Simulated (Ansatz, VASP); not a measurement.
## CaBr in VASP and in Ansatz

File INCAR:

```
  ALGO = Fast
  EDIFF = 1E-6
  ENCUT = 520
  GGA = PE
  ISIF = 2
  ISMEAR = 0
  LASPH = True
  LCHARG = False
  LREAL = False
  LWAVE = False
  NBANDS = 16
  NELM = 80
  PREC = Accurate
  SIGMA = 0.15
```

KPOINTS

```
k-points
0
Gamma
  15 15 12
```

POSCAR

```
CaBr
1.0
    3.9706868912      0.0000000000      0.0000000000
   -1.9853434456      3.4387157183      0.0000000000
    0.0000000000      0.0000000000      4.2244873052
Ca Br
1 1
Direct
    0.0000000000      0.0000000000      0.0000000000
    0.3333333333      0.6666666667      0.5000000000
```

Input for Ansatz:

```yaml
crystal:
  lattice:
    - [3.9706868912, 0.0, 0.0]
    - [-1.9853434456, 3.4387157183, 0.0]
    - [0.0, 0.0, 4.2244873052]
  atoms:
    - { symbol: Ca, position: [0.0, 0.0, 0.0] }
    - { symbol: Br, position: [0.3333333333, 0.6666666667, 0.5] }
basis:
  ecutwfc: 420
kpoints:
  mp_grid: { grid: [15, 15, 12] }
hamiltonian:
  xc: pbe
scf:
  occupations: { method: gaussian, width: 0.15 }
output:
  forces: true
  stress: true
  eigenvalues: true
```

Alike in both runs: task single point; functional PBE; k mesh 15 × 15 × 12; occupations gaussian, width 0.15 eV; no spin polarisation.

|  | VASP | Ansatz |
| --- | --- | --- |
| version | VASP 6.6.1 | Ansatz 0.2.0 |
| potentials or method | VASP PAW PBE potentials, release 64 (Ca_sv, Br) | scalar-relativistic, plane waves, PAW |
| plane-wave cutoff (eV) | 520 | 420 |
| valence electrons in the cell | 17 | 17 |

Ansatz gave:

| Quantity | Value |
| --- | --- |
| gap on the k mesh at the Fermi level (eV) | none |
| pressure (GPa) | 0.2 |
| largest component of the traceless stress (GPa) | 1.35 |

Question: What did VASP give for the same quantities?

Answer: gap on the k mesh at the Fermi level (eV): none; pressure (GPa): 0.3; largest component of the traceless stress (GPa): 1.36.

A gap of «none» marks a metal or a gap that the smearing closes.

Caveats: an odd number of electrons without spin polarisation forces a metal; a magnetic or distorted state may lie lower.
